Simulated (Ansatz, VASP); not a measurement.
**Two plane-wave programs on IrC**

Contents of INCAR:

```
SYSTEM = IrC
PREC = Accurate
ENCUT = 520
EDIFF = 1E-6
ISMEAR = 0
SIGMA = 0.1
LREAL = .FALSE.
LASPH = .TRUE.
NELM = 150
ALGO = Normal
ISIF = 2
LWAVE = .FALSE.
LCHARG = .FALSE.
ISPIN = 2
MAGMOM = 1 0
LORBIT = 11
LMAXMIX = 4
GGA = PE
NBANDS = 18
```

KPOINTS

```
Automatic mesh
0
G
  6 6 6
  0 0 0
```

File POSCAR:

```
IrC
1.0
    2.7183503169      0.0000000000      0.0000000000
    0.0000000000      2.7183503169      0.0000000000
    0.0000000000      0.0000000000      2.7183503169
Ir C
1 1
Direct
    0.5000000000      0.5000000000      0.5000000000
    0.0000000000      0.0000000000      0.0000000000
```

Input for Ansatz:

```yaml
crystal:
  lattice:
    - [2.7183503169, 0.0, 0.0]
    - [0.0, 2.7183503169, 0.0]
    - [0.0, 0.0, 2.7183503169]
  atoms:
    - { symbol: Ir, position: [0.5, 0.5, 0.5], spin: 1.0 }
    - { symbol: C, position: [0.0, 0.0, 0.0] }
basis:
  ecutwfc: 420
kpoints:
  mp_grid: { grid: [6, 6, 6] }
hamiltonian:
  xc: pbe
scf:
  occupations: { method: gaussian, width: 0.1 }
  lower_state_search: "off"
output:
  forces: true
  stress: true
  eigenvalues: true
  populations: true
magnetization:
  spin_polarized: true
```

Change from the starting cell: species swapped into the NbIr type (P4/mmm, No. 123).

Alike in both runs: task single point; functional PBE; k mesh 6 × 6 × 6; occupations gaussian, width 0.1 eV; collinear spin.

|  | VASP | Ansatz |
| --- | --- | --- |
| version | VASP 6.6.1 | Ansatz 0.2.0 |
| potentials or method | VASP PAW PBE potentials, release 64 (Ir, C) | scalar-relativistic, plane waves, PAW |
| plane-wave cutoff (eV) | 520 | 420 |
| valence electrons in the cell | 13 | 21 |

VASP gave:

- gap on the k mesh at the Fermi level (eV): none
- pressure (GPa): 1.3
- net moment per atom (μB): 0.00

Problem. Estimate Ansatz's values.

Solution. gap on the k mesh at the Fermi level (eV): none; pressure (GPa): -0.1; net moment per atom (μB): 0.00.

A gap of «none» marks a metal or a gap that the smearing closes. The two sets of potentials don't hold the same shells in valence. Ansatz warned: «seeded_moment_not_kept».

Caveats: the k mesh is coarse (spacing up to 0.39 Å⁻¹), so the values aren't converged. Spin-orbit coupling is left out, which matters for the levels of Ir.
